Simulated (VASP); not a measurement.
```
CsHgBrCl2
1.0
    5.31035     0.00000     0.00000
    0.00000     5.31035     0.00000
    0.00000     0.00000     5.48869
Cs Hg Br Cl
1 1 1 2
Cartesian
  0.00000   0.00000   0.00000
  2.65517   2.65517   2.74434
  2.65517   2.65517   0.00000
  2.65517   0.00000   2.74434
  0.00000   2.65517   2.74434
```

The numbers are results of PBEsol GGA, VASP's PBE PAW potentials (set 64) (plane waves; VASP), not measurements. Settings: 400 eV cut-off, Gaussian smearing of 0.050 eV, potentials Cs_sv Hg Br Cl.

Unless said otherwise, spin-orbit coupling is left out, though it shifts the bands of the heavy elements here.

Q: Predict the band gap (along the path) with the smallest direct gap where there is one.

A: 
The band gap (along the path) is none (metal, semimetal or under 0.01 eV).

Total energies compare only between runs with the same potentials, cut-off and functional.

The structure comes from a computed database's CsHgBrCl2 entry (P4/mmm); how it stands against other phases isn't given here. It was relaxed first, which changed the volume by -7 %.
